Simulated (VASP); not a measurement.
Data:

```
CELL_PARAMETERS angstrom
      0.00000     2.00325     2.00325
      2.00325     0.00000     2.00325
      2.00325     2.00325     0.00000
ATOMIC_POSITIONS crystal
  Ag 0.00000 0.00000 0.00000
```

Computed with optB86b-vdW, VASP's PBE PAW potentials (set 64) (plane waves; VASP). Numerical set-up: 520 eV cut-off, 15×15×15 Γ-centred mesh, first-order Methfessel-Paxton smearing of 0.10 eV, potentials Ag.

Q: Estimate the energy per atom (σ→0), pressure, band gap (on the k-mesh) with the smallest direct gap where there is one.

A: 
| Item | Value |
|---|---|
| band gap (on the k-mesh) | none (metal, semimetal or under 0.01 eV) |
| energy per atom (σ→0) | 0.241 eV/atom |
| pressure | 7.81 GPa |

Only differences to runs with the same potentials and settings are physical.

The compound is Ag in the fcc structure. This cell is one point of a volume scan, at 0.94 of the reference volume.
